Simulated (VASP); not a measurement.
# CeO2 (Cerianite): how numerical settings change the zone-centre modes

Aim: test the modes of CeO2 (Cerianite) against the numerical settings. The starting structure is a measured crystal structure from the Crystallography Open Database.

Calculated with VASP 6.6.1; Kohn-Sham DFT with plane waves and PAW; LDA+U (Ce f 6 eV).

### 1. The structure

Symmetry: Fm-3m, No. 225, cubic system. The conventional cell has a = 5.411 Å, b = 5.411 Å, c = 5.411 Å, α = 90.00°, β = 90.00°, γ = 90.00°. Nearest to Ce lie 8 O at 2.34 Å. Nearest to O lie 4 Ce at 2.34 Å. Farther neighbours and most contacts between anions are not listed.

Structure file:

```cif
data_structure
_symmetry_space_group_name_H-M 'Fm-3m'
_symmetry_Int_Tables_number 225
_cell_length_a 5.4110
_cell_length_b 5.4110
_cell_length_c 5.4110
_cell_angle_alpha 90.000
_cell_angle_beta 90.000
_cell_angle_gamma 90.000
_cell_volume 158.43
loop_
_atom_site_label
_atom_site_type_symbol
_atom_site_symmetry_multiplicity
_atom_site_Wyckoff_symbol
_atom_site_fract_x
_atom_site_fract_y
_atom_site_fract_z
_atom_site_occupancy
Ce1 Ce 4 a 0.00000 0.00000 0.00000 1
O1 O 8 c 0.25000 0.25000 0.75000 1
```

### 2. Reference modes

The cell comes from a relaxation at this level, not shown (39.71 Å³).

The input, INCAR:

```
SYSTEM = CeO2
PREC = Accurate
ENCUT = 520
EDIFF = 1E-08
NELM = 150
ISMEAR = 0
SIGMA = 0.03
LREAL = .FALSE.
ALGO = Normal
GGA = CA
NBANDS = 20
ISPIN = 2
MAGMOM = 1 0 0
LDAU = .TRUE.
LDAUTYPE = 2
LDAUL = 3 -1
LDAUU = 6 0
LDAUJ = 0 0
LDAUPRINT = 1
LASPH = .TRUE.
LMAXMIX = 6
AMIX = 0.2
BMIX = 1E-04
AMIX_MAG = 0.8
BMIX_MAG = 1E-04
LORBIT = 11
LWAVE = .FALSE.
LCHARG = .FALSE.
KPAR = 4
IBRION = 6
NFREE = 2
POTIM = 0.015
NSW = 1
ISIF = 2
```

The input, POSCAR:

```
CeO2
1.0
    0.0000000000      2.7078000205      2.7078000205
    2.7078000205      0.0000000000      2.7078000205
    2.7078000205      2.7078000205      0.0000000000
Ce O
1 2
Direct
    0.0000000000      0.0000000000      0.0000000000
    0.7500000000      0.7500000000      0.7500000000
    0.2500000000      0.2500000000      0.2500000000
```

The input, KPOINTS:

```
Automatic mesh
0
Gamma
10 10 10
0 0 0
```

PAW data sets: Ce and O (LDA family, release 64).

Started as:

```bash
mpirun -np 4 vasp_std
```

Log:

```text
[banner, memory and clock lines left out]
running    4 mpi-ranks, on    1 nodes
 distrk:  each k-point on    1 cores,    4 groups
 distr:  one band on    1 cores,    1 groups

 POSCAR found type information on POSCAR CeO
 POSCAR found :  2 types and       3 ions
 LDA part: xc-table for (Slater(with rela. corr.)+CA(PZ))
 , standard interpolation
 POSCAR, INCAR and KPOINTS ok, starting setup
 FFT: planning ... GRIDC
 FFT: planning ... GRID_SOFT
 FFT: planning ... GRID
 WAVECAR not read
 entering main loop
       N       E                     dE             d eps       ncg     rms          rms(c)
DAV:   1     0.241931971765E+03    0.24193E+03   -0.11004E+04  3816   0.144E+03
DAV:   2     0.411403102521E+01   -0.23782E+03   -0.19972E+03  4564   0.284E+02
DAV:   3    -0.321878695314E+02   -0.36302E+02   -0.34879E+02  4268   0.133E+02
DAV:   4    -0.332053497560E+02   -0.10175E+01   -0.10163E+01  5776   0.215E+01
DAV:   5    -0.332640118934E+02   -0.58662E-01   -0.58649E-01  5900   0.403E+00    0.878E+02
DAV:   6    -0.272182251873E+02    0.60458E+01   -0.13415E+01  5636   0.248E+01    0.718E+02
DAV:   7    -0.670109439556E+02   -0.39793E+02   -0.33905E+02  5692   0.660E+01    0.467E+02
DAV:   8    -0.218973066096E+03   -0.15196E+03   -0.68721E+01  6448   0.791E+01    0.354E+03
DAV:   9    -0.939941769533E+02    0.12498E+03   -0.14617E+02  4828   0.482E+01    0.136E+03
DAV:  10    -0.267713852416E+02    0.67223E+02   -0.25876E+02  5336   0.525E+01    0.621E+01
DAV:  11    -0.270206778276E+02   -0.24929E+00   -0.13811E+01  6476   0.387E+01    0.381E+02
DAV:  12    -0.272355921881E+02   -0.21491E+00   -0.10935E+00  4364   0.669E+00    0.116E+02
DAV:  13    -0.268156681732E+02    0.41992E+00   -0.45252E-01  5736   0.588E+00    0.329E+01
DAV:  14    -0.266245265845E+02    0.19114E+00   -0.17149E-01  5360   0.431E+00    0.549E+01
[...]
DAV:  40    -0.264991352876E+02    0.92835E-05   -0.13010E-05  5904   0.342E-02    0.104E-01
DAV:  41    -0.264991328087E+02    0.24789E-05   -0.27856E-06  4644   0.168E-02    0.708E-02
DAV:  42    -0.264991316559E+02    0.11528E-05   -0.26269E-06  4024   0.176E-02    0.432E-02
DAV:  43    -0.264991316740E+02   -0.18111E-07   -0.53364E-07  6408   0.460E-03    0.200E-02
DAV:  44    -0.264991317388E+02   -0.64753E-07   -0.12274E-07  4172   0.385E-03    0.910E-03
DAV:  45    -0.264991317214E+02    0.17358E-07   -0.12114E-08  3060   0.118E-03    0.282E-02
DAV:  46    -0.264991316943E+02    0.27055E-07   -0.18929E-08  3060   0.158E-03    0.162E-02
DAV:  47    -0.264991316957E+02   -0.14052E-08   -0.11392E-09  1912   0.332E-04
   1 F= -.26499132E+02 E0= -.26499132E+02  d E =-.168137E-21  mag=     0.0000
[...]
2 F= -.26498094E+02 E0= -.26498094E+02  d E =-.985537E-22  mag=     0.0000
[...]
3 F= -.26498094E+02 E0= -.26498094E+02  d E =-.988105E-22  mag=     0.0000
[...]
4 F= -.26498171E+02 E0= -.26498171E+02  d E =-.697703E-19  mag=     0.0000
 Finite differences progress:
  Degree of freedom:   2/  2
  Displacement:        1/  2
  Total:               3/  4
 bond charge predicted
       N       E                     dE             d eps       ncg     rms          rms(c)
DAV:   1    -0.264970864245E+02    0.10851E-02   -0.31563E+00 13792   0.108E+01    0.102E+01
DAV:   2    -0.264990657455E+02   -0.19793E-02   -0.27960E-02 17348   0.123E+00    0.111E+01
DAV:   3    -0.265004971976E+02   -0.14315E-02   -0.21233E-03 17892   0.287E-01    0.151E+01
DAV:   4    -0.264981598386E+02    0.23374E-02   -0.99670E-03 15220   0.755E-01    0.602E-01
DAV:   5    -0.264982095712E+02   -0.49733E-04   -0.90307E-04 15612   0.244E-01    0.803E-01
DAV:   6    -0.264982144069E+02   -0.48357E-05   -0.60835E-05 25628   0.349E-02    0.619E-01
DAV:   7    -0.264982102968E+02    0.41100E-05   -0.78689E-07 16976   0.705E-03    0.573E-01
DAV:   8    -0.264981713641E+02    0.38933E-04   -0.89883E-05 16496   0.784E-02    0.200E-01
DAV:   9    -0.264981738340E+02   -0.24699E-05   -0.38556E-05 16592   0.436E-02    0.216E-01
DAV:  10    -0.264981717491E+02    0.20849E-05   -0.74735E-06 15280   0.218E-02    0.128E-01
DAV:  11    -0.264981716087E+02    0.14039E-06   -0.89831E-07 18856   0.652E-03    0.730E-02
DAV:  12    -0.264981714629E+02    0.14584E-06   -0.52035E-07 19344   0.518E-03    0.467E-02
DAV:  13    -0.264981714726E+02   -0.97093E-08   -0.11159E-07 17408   0.235E-03    0.317E-02
DAV:  14    -0.264981714722E+02    0.41337E-09   -0.45857E-08 15512   0.173E-03
   5 F= -.26498171E+02 E0= -.26498171E+02  d E =-.679554E-22  mag=     0.0000
 Finite differences progress:
  Degree of freedom:   2/  2
  Displacement:        2/  2
  Total:               4/  4
```

Wall time 8.1 min (4 MPI ranks of AMD EPYC 7R43, shared host); peak memory 1.8 GiB; 32 min of CPU time.

Lines that name or quote the potential files are left out of all logs, and their timing lines are given in words.

Parts of OUTCAR (step 2):

```text
ion  position               nearest neighbor table
   1  0.000  0.000  0.000-   2 2.35   2 2.35   2 2.35   3 2.35   3 2.35   3 2.35   3 2.35   2 2.35

  LATTYP: Found a face centered cubic cell.
 ALAT       =     5.4156000410

 Subroutine GETGRP returns: Found 48 space group operations
 (whereof 48 operations were pure point group operations)

The static configuration has the point symmetry O_h .

 Found     47 irreducible k-points:

   k-points           NKPTS =     47   k-points in BZ     NKDIM =     47   number of bands    NBANDS=     20

   dimension x,y,z NGX =    28 NGY =   28 NGZ =   28
   dimension x,y,z NGXF=    56 NGYF=   56 NGZF=   56

   ENCUT  =  520.0 eV  38.22 Ry    6.18 a.u.   7.12  7.12  7.12*2*pi/ulx,y,z

   NELECT =      24.0000    total number of electrons

 k-points in reciprocal lattice and weights: Automatic mesh
   0.00000000  0.00000000  0.00000000       0.001
   0.10000000  0.00000000  0.00000000       0.008
   0.20000000  0.00000000  0.00000000       0.008
   0.30000000  0.00000000  0.00000000       0.008
   0.40000000  0.00000000  0.00000000       0.008
   0.50000000  0.00000000  0.00000000       0.004
   0.10000000  0.10000000  0.00000000       0.006
   0.20000000  0.10000000  0.00000000       0.024
   0.30000000  0.10000000  0.00000000       0.024
[...]
-0.30000000  0.40000000  0.20000000       0.024
  -0.30000000  0.50000000  0.20000000       0.012

atom =   1  type =  1  l = 3

 onsite density matrix

spin component  1

  0.0381  0.0000  0.0093  0.0004  0.0000 -0.0002 -0.0000
  0.0000  0.1400  0.0000 -0.0000 -0.0011  0.0000  0.0014
  0.0093  0.0000  0.0333  0.0002  0.0000  0.0001  0.0000
  0.0004 -0.0000  0.0002  0.0454 -0.0000  0.0000 -0.0000
  0.0000 -0.0011  0.0000 -0.0000  0.0333  0.0000 -0.0093
 -0.0002  0.0000  0.0001  0.0000  0.0000  0.0261  0.0000
 -0.0000  0.0014  0.0000 -0.0000 -0.0093  0.0000  0.0381

spin component  2

  0.0381 -0.0000  0.0093  0.0004 -0.0000 -0.0002  0.0000
 -0.0000  0.1400 -0.0000 -0.0000 -0.0011  0.0000  0.0014
  0.0093 -0.0000  0.0333  0.0002 -0.0000  0.0001 -0.0000
  0.0004 -0.0000  0.0002  0.0454  0.0000  0.0000  0.0000
 -0.0000 -0.0011 -0.0000  0.0000  0.0333 -0.0000 -0.0093
 -0.0002  0.0000  0.0001  0.0000 -0.0000  0.0261 -0.0000
  0.0000  0.0014 -0.0000  0.0000 -0.0093 -0.0000  0.0381

 occupancies and eigenvectors

  o =  0.0259  v = -0.4353  0.0000  0.5572  0.0029  0.0000 -0.7071  0.0000  0.0000  0.0000  0.0000  0.0000  0.0000  0.0000  0.0000      0.0000  0.0000  0.0000  0.0000  0.0000  0.0000  0.0000  0.0000  0.0000  0.0000  0.0000  0.0000  0.0000  0.0000
  o =  0.0259  v =  0.0000  0.0000  0.0000  0.0000  0.0000  0.0000  0.0000  0.4353 -0.0000 -0.5572 -0.0029 -0.0000  0.7071 -0.0000      0.0000  0.0000  0.0000  0.0000  0.0000  0.0000  0.0000  0.0000  0.0000  0.0000  0.0000  0.0000  0.0000  0.0000
  o =  0.0261  v =  0.0000 -0.0000 -0.0000  0.0000  0.7906 -0.0000  0.6124  0.0000  0.0000  0.0000  0.0000  0.0000  0.0000  0.0000      0.0000  0.0000  0.0000  0.0000  0.0000  0.0000  0.0000  0.0000  0.0000  0.0000  0.0000  0.0000  0.0000  0.0000
  o =  0.0261  v =  0.0000  0.0000  0.0000  0.0000  0.0000  0.0000  0.0000  0.0000 -0.0000 -0.0000  0.0000  0.7906  0.0000  0.6124      0.0000  0.0000  0.0000  0.0000  0.0000  0.0000  0.0000  0.0000  0.0000  0.0000  0.0000  0.0000  0.0000  0.0000
  o =  0.0263  v =  0.4314  0.0000 -0.5603 -0.0020 -0.0000 -0.7071 -0.0000  0.0000  0.0000  0.0000  0.0000  0.0000  0.0000  0.0000      0.0000  0.0000  0.0000  0.0000  0.0000  0.0000  0.0000  0.0000  0.0000  0.0000  0.0000  0.0000  0.0000  0.0000
  o =  0.0263  v =  0.0000  0.0000  0.0000  0.0000  0.0000  0.0000  0.0000  0.4314  0.0000 -0.5603 -0.0020 -0.0000 -0.7071 -0.0000      0.0000  0.0000  0.0000  0.0000  0.0000  0.0000  0.0000  0.0000  0.0000  0.0000  0.0000  0.0000  0.0000  0.0000
  o =  0.0449  v =  0.5572 -0.0000  0.4353 -0.7071 -0.0000 -0.0029  0.0000  0.0000  0.0000  0.0000  0.0000  0.0000  0.0000  0.0000      0.0000  0.0000  0.0000  0.0000  0.0000  0.0000  0.0000  0.0000  0.0000  0.0000  0.0000  0.0000  0.0000  0.0000
  o =  0.0449  v =  0.0000  0.0000  0.0000  0.0000  0.0000  0.0000  0.0000  0.5572 -0.0000  0.4353 -0.7071 -0.0000 -0.0029  0.0000      0.0000  0.0000  0.0000  0.0000  0.0000  0.0000  0.0000  0.0000  0.0000  0.0000  0.0000  0.0000  0.0000  0.0000
  o =  0.0453  v =  0.0000  0.0184  0.0000 -0.0000  0.6123  0.0000 -0.7904  0.0000  0.0000  0.0000  0.0000  0.0000  0.0000  0.0000      0.0000  0.0000  0.0000  0.0000  0.0000  0.0000  0.0000  0.0000  0.0000  0.0000  0.0000  0.0000  0.0000  0.0000
  o =  0.0453  v =  0.0000  0.0000  0.0000  0.0000  0.0000  0.0000  0.0000 -0.0000 -0.0184 -0.0000  0.0000 -0.6123 -0.0000  0.7904      0.0000  0.0000  0.0000  0.0000  0.0000  0.0000  0.0000  0.0000  0.0000  0.0000  0.0000  0.0000  0.0000  0.0000
  o =  0.0458  v = -0.5603 -0.0000 -0.4314 -0.7071  0.0000  0.0020 -0.0000  0.0000  0.0000  0.0000  0.0000  0.0000  0.0000  0.0000      0.0000  0.0000  0.0000  0.0000  0.0000  0.0000  0.0000  0.0000  0.0000  0.0000  0.0000  0.0000  0.0000  0.0000
  o =  0.0458  v =  0.0000  0.0000  0.0000  0.0000  0.0000  0.0000  0.0000 -0.5603 -0.0000 -0.4314 -0.7071  0.0000  0.0020 -0.0000      0.0000  0.0000  0.0000  0.0000  0.0000  0.0000  0.0000  0.0000  0.0000  0.0000  0.0000  0.0000  0.0000  0.0000
  o =  0.1400  v =  0.0000  0.9998  0.0000 -0.0000 -0.0113 -0.0000  0.0146  0.0000  0.0000  0.0000  0.0000  0.0000  0.0000  0.0000      0.0000  0.0000  0.0000  0.0000  0.0000  0.0000  0.0000  0.0000  0.0000  0.0000  0.0000  0.0000  0.0000  0.0000
  o =  0.1400  v =  0.0000  0.0000  0.0000  0.0000  0.0000  0.0000  0.0000  0.0000  0.9998 -0.0000 -0.0000 -0.0113  0.0000  0.0146      0.0000  0.0000  0.0000  0.0000  0.0000  0.0000  0.0000  0.0000  0.0000  0.0000  0.0000  0.0000  0.0000  0.0000

 average (electrostatic) potential at core
       1 -77.6803       2 -68.8012       3 -68.8008

 E-fermi :   5.4842

 spin component 1
 k-point     1 :       0.0000    0.0000    0.0000
  band No.  band energies     occupation
    ...
      8       1.2034      1.00000
      9       1.2187      1.00000
     10       4.8381      1.00000
     11       4.8545      1.00000
     12       4.8704      1.00000
     13       7.9144      0.00000
     14       8.3146      0.00000
     15       8.3174      0.00000
     16       8.3201      0.00000
     17       8.7118      0.00000
    ...

 k-point     2 :       0.1000    0.0000    0.0000
  band No.  band energies     occupation
    ...
      8       1.3048      1.00000
      9       1.4869      1.00000
     10       4.7165      1.00000
     11       4.7851      1.00000
     12       4.8048      1.00000
     13       7.9245      0.00000
[...]
...
      8       1.5507      1.00000
      9       2.1877      1.00000
     10       4.4425      1.00000
     11       4.6471      1.00000
     12       4.6636      1.00000
     13       7.9533      0.00000
     14       8.2471      0.00000
     15       8.2500      0.00000
     16       8.3224      0.00000
     17       8.4562      0.00000
    ...

 k-point     4 :       0.3000    0.0000    0.0000
  band No.  band energies     occupation
    ...
      8       1.8291      1.00000
      9       3.0241      1.00000
     10       4.2002      1.00000
     11       4.5572      1.00000
     12       4.5652      1.00000
     13       7.9596      0.00000
     14       8.1831      0.00000
     15       8.1841      0.00000
     16       8.2808      0.00000
     17       8.3253      0.00000
    ...

 k-point     5 :       0.4000    0.0000    0.0000
  band No.  band energies     occupation
    ...
      8       2.0235      1.00000
      9       3.6630      1.00000
     10       4.0729      1.00000
     11       4.5675      1.00000
     12       4.5697      1.00000
     13       7.8308      0.00000
     14       8.1421      0.00000
     15       8.1427      0.00000
     16       8.2818      0.00000
     17       8.3276      0.00000
    ...

 k-point     6 :       0.5000    0.0000    0.0000
  band No.  band energies     occupation
    ...
      8       2.0851      1.00000
      9       3.9536      1.00000
     10       3.9772      1.00000
     11       4.5926      1.00000
     12       4.5992      1.00000
     13       7.7472      0.00000
     14       8.1291      0.00000
     15       8.1302      0.00000
     16       8.3233      0.00000
     17       8.3285      0.00000
    ...

  Total        0.0050988      0.0029991      0.0029991      0.0000000     -0.0583202      0.0000000
  in kB        0.2057285      0.1210111      0.1210111      0.0000000     -2.3531495      0.0000000
  external PRESSURE =       0.1492503 kB  Pullay stress =       0.0000000 kB

  energy-cutoff  :      520.00
  volume of cell :       39.71
      direct lattice vectors                 reciprocal lattice vectors
     0.000000000  2.707800021  2.707800021    -0.184651745  0.184651745  0.184651745
     2.707800021  0.000000000  2.707800021     0.184651745 -0.184651745  0.184651745
     2.707800021  2.707800021  0.000000000     0.184651745  0.184651745 -0.184651745

 POSITION                                       TOTAL-FORCE (eV/Angst)
 -----------------------------------------------------------------------------------
      0.00000      0.00000      0.00000        -0.068997     -0.000000     -0.000000
      4.04670      4.06170      4.06170         0.128262      0.000000      0.000000
      1.35390      1.35390      1.35390        -0.059265      0.000000      0.000000
 -----------------------------------------------------------------------------------
    total drift:                               -0.000409      0.000001      0.000001

  FREE ENERGIE OF THE ION-ELECTRON SYSTEM (eV)
  ---------------------------------------------------
  free  energy   TOTEN  =       -26.4981714722 eV

  energy  without entropy=      -26.4981714722  energy(sigma->0) =      -26.49817147

 Eigenvectors and eigenvalues of the dynamical matrix
 ----------------------------------------------------

   1 f  =   13.818822 THz    86.826220 2PiTHz  460.946290 cm-1    57.150031 meV
             X         Y         Z           dx          dy          dz
      0.000000  0.000000  0.000000     0.000000   -0.000000    0.000000
      4.061700  4.061700  4.061700    -0.258995   -0.657968    0.000000
      1.353900  1.353900  1.353900     0.258995    0.657968   -0.000000

   2 f  =   13.818822 THz    86.826220 2PiTHz  460.946290 cm-1    57.150031 meV
             X         Y         Z           dx          dy          dz
      0.000000  0.000000  0.000000     0.000000    0.000000   -0.000000
      4.061700  4.061700  4.061700     0.657968   -0.258995   -0.000000
      1.353900  1.353900  1.353900    -0.657968    0.258995    0.000000

   3 f  =   13.818822 THz    86.826220 2PiTHz  460.946290 cm-1    57.150031 meV
             X         Y         Z           dx          dy          dz
      0.000000  0.000000  0.000000    -0.000000   -0.000000    0.000000
      4.061700  4.061700  4.061700    -0.000000    0.000000   -0.707107
      1.353900  1.353900  1.353900     0.000000   -0.000000    0.707107

   4 f  =    9.290581 THz    58.374444 2PiTHz  309.900436 cm-1    38.422740 meV
             X         Y         Z           dx          dy          dz
      0.000000  0.000000  0.000000     0.181163    0.391582   -0.007286
      4.061700  4.061700  4.061700    -0.267800   -0.578846    0.010770
      1.353900  1.353900  1.353900    -0.267800   -0.578846    0.010770

   5 f  =    9.290581 THz    58.374444 2PiTHz  309.900436 cm-1    38.422740 meV
             X         Y         Z           dx          dy          dz
      0.000000  0.000000  0.000000     0.207207   -0.102642   -0.364334
      4.061700  4.061700  4.061700    -0.306299    0.151728    0.538567
      1.353900  1.353900  1.353900    -0.306299    0.151728    0.538567

   6 f  =    9.290581 THz    58.374444 2PiTHz  309.900436 cm-1    38.422740 meV
             X         Y         Z           dx          dy          dz
      0.000000  0.000000  0.000000     0.332347   -0.149458    0.231121
      4.061700  4.061700  4.061700    -0.491284    0.220933   -0.341649
      1.353900  1.353900  1.353900    -0.491284    0.220933   -0.341649

   7 f/i=    0.003428 THz     0.021538 2PiTHz    0.114342 cm-1     0.014177 meV
             X         Y         Z           dx          dy          dz
      0.000000  0.000000  0.000000     0.069468   -0.066802    0.896941
      4.061700  4.061700  4.061700     0.023497   -0.022595    0.303384
      1.353900  1.353900  1.353900     0.023497   -0.022595    0.303384

   8 f/i=    0.003428 THz     0.021538 2PiTHz    0.114342 cm-1     0.014177 meV
             X         Y         Z           dx          dy          dz
      0.000000  0.000000  0.000000     0.597664   -0.668844   -0.096103
      4.061700  4.061700  4.061700     0.202156   -0.226232   -0.032506
      1.353900  1.353900  1.353900     0.202156   -0.226232   -0.032506

   9 f/i=    0.003428 THz     0.021538 2PiTHz    0.114342 cm-1     0.014177 meV
             X         Y         Z           dx          dy          dz
      0.000000  0.000000  0.000000    -0.672133   -0.601644    0.007248
      4.061700  4.061700  4.061700    -0.227345   -0.203502    0.002452
      1.353900  1.353900  1.353900    -0.227345   -0.203502    0.002452

 ELASTIC MODULI CONTR FROM IONIC RELAXATION (kBar)
 Direction    XX          YY          ZZ          XY          YZ          ZX
 --------------------------------------------------------------------------------
 XX          -0.0000     -0.0000      0.0000      0.0000     -0.0000     -0.0000
 YY          -0.0000     -0.0000      0.0000      0.0000     -0.0000     -0.0000
 ZZ           0.0000      0.0000     -0.0000     -0.0000     -0.0000      0.0000
 XY          -0.0000      0.0000     -0.0000    -97.9548     -0.0000      0.0000
 YZ          -0.0000     -0.0000      0.0000      0.0000    -97.9548     -0.0000
 ZX          -0.0000     -0.0000      0.0000      0.0000     -0.0000    -97.9548
 --------------------------------------------------------------------------------

 total charge
# of ion       s       p       d       f       tot
--------------------------------------------------
    1        2.016   5.819   0.993   0.696   9.524
    2        1.562   3.449   0.000   0.000   5.011
    3        1.562   3.449   0.000   0.000   5.011
--------------------------------------------------
tot          5.140  12.717   0.993   0.696  19.546

 magnetization (x)
# of ion       s       p       d       f       tot
--------------------------------------------------
    1       -0.000   0.000  -0.000  -0.000  -0.000
    2        0.000   0.000   0.000   0.000   0.000
    3        0.000   0.000   0.000   0.000   0.000
--------------------------------------------------
tot          0.000   0.000  -0.000  -0.000   0.000

[... 1 further part left out ...]
```

The last energy, forces, stress and levels in OUTCAR belong to the last displaced cell, not to the cell of POSCAR.

Reference: the zone-centre modes are T2g 460.9, T1u 309.9 cm⁻¹.

(Continued in part 2 of 2.)

[Lines on the potential files, build, host, timing and source positions are cut from VASP's logs without a mark.]

[Logs are printed without paths, hosts, clocks, repeated set-up lines and the standing remarks that a program may print on its own settings, such as how far it seeks lower states.]

[Hosts, paths, dates, database ids (printed as entryN), source tags and the programs' standing remarks are cut or masked in the printed files.]
